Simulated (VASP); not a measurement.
Input for VASP

INCAR:
```
# general
SYSTEM   = AgI
PREC     = Accurate
ENCUT    = 520
LREAL    = .FALSE.
LASPH    = .TRUE.

# electronic loop
EDIFF    = 1E-6
NELM     = 100
ALGO     = Normal
LMAXMIX  = 4

# smearing
ISMEAR   = 0
SIGMA    = 0.05

# functional
GGA      = ML
LUSE_VDW = .TRUE.
AGGAC    = 0.0
ZAB_VDW  = -1.8867

# ions
IBRION   = 2
NSW      = 60
ISIF     = 3
EDIFFG   = -0.01

# output
LWAVE    = .FALSE.
LCHARG   = .FALSE.
```

KPOINTS:
```
Automatic mesh
0
G
 6 6 6
```

**POSCAR**
```
AgI
1
   -0.0000000000     3.4209363011     3.4209363011
    3.4209363011     0.0000000000     3.4209363011
    3.4209363011     3.4209363011     0.0000000000
Ag I
1 1
Direct
  0.0000000000   0.0000000000   0.0000000000
  0.2500000000   0.2500000000   0.2500000000
```

POTCAR, in this order: Ag I (PBE.64 set). Program: vasp_std.

### Question
Translate this vdW-DF2 calculation to Quantum ESPRESSO's pw.x.

### Answer
One equivalent input (not run):
```
&CONTROL
  calculation = 'vc-relax'
  pseudo_dir = './pseudo'
  outdir = './out'
  tprnfor = .true.
  tstress = .true.
  nstep = 60
  forc_conv_thr = 0.00039
/
&SYSTEM
  ibrav = 0
  nat = 2
  ntyp = 2
  ecutwfc = 82
  occupations = 'smearing'
  smearing = 'gaussian'
  degauss = 0.003675
  input_dft = 'vdw-df2'
/
&ELECTRONS
  conv_thr = 7.3e-08
  electron_maxstep = 100
/
&IONS
/
&CELL
/
ATOMIC_SPECIES
  Ag 107.868 Ag.upf
  I 126.904 I.upf
CELL_PARAMETERS angstrom
    -0.0000000    3.4209363    3.4209363
     3.4209363    0.0000000    3.4209363
     3.4209363    3.4209363    0.0000000
ATOMIC_POSITIONS crystal
  Ag   0.0000000  0.0000000  0.0000000
  I    0.2500000  0.2500000  0.2500000
K_POINTS automatic
  6 6 6 0 0 0
```
The two are equivalent in intent, not identical: the potentials are each code's own (VASP's PAW set, PseudoDojo norm-conserving files in pw.x), so ENCUT and ecutwfc are chosen apart and not converted; conv_thr bounds pw.x's estimated SCF error, while EDIFF bounds the energy change between steps; forc_conv_thr acts on force components and is met together with etot_conv_thr.

The compound is AgI in the zinc blende structure, whereas wurtzite is the usual form. It was relaxed first, which changed the volume by +17 %. The start is the result of an earlier pass.
